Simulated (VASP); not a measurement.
Consider the following.

```
C
1.0
    2.11912    -1.22367    -0.00383
    2.11912     1.22367    -0.00383
   -1.38005     0.00000     3.30495
C
2
Direct
  0.83340   0.83340   0.00017
  0.16660   0.16660   0.99983
```

These are LDA (Ceperley-Alder, Perdew-Zunger), VASP's LDA PAW potentials (set 64) (plane waves; VASP) values and carry that method's errors. Settings: 520 eV cut-off, Gaussian smearing of 0.050 eV, potentials C.

Estimate the band gap (along the path) with the smallest direct gap where there is one.

```yaml
band gap (along the path): 0.20 eV
smallest direct gap (along the path): 0.20 eV
```

The absolute energy has meaning only against runs of the same code, potentials and settings.

The structure comes from a computed database's C entry (C2/m); how it stands against other phases isn't given here. It was relaxed first, which changed the volume by -6 %.
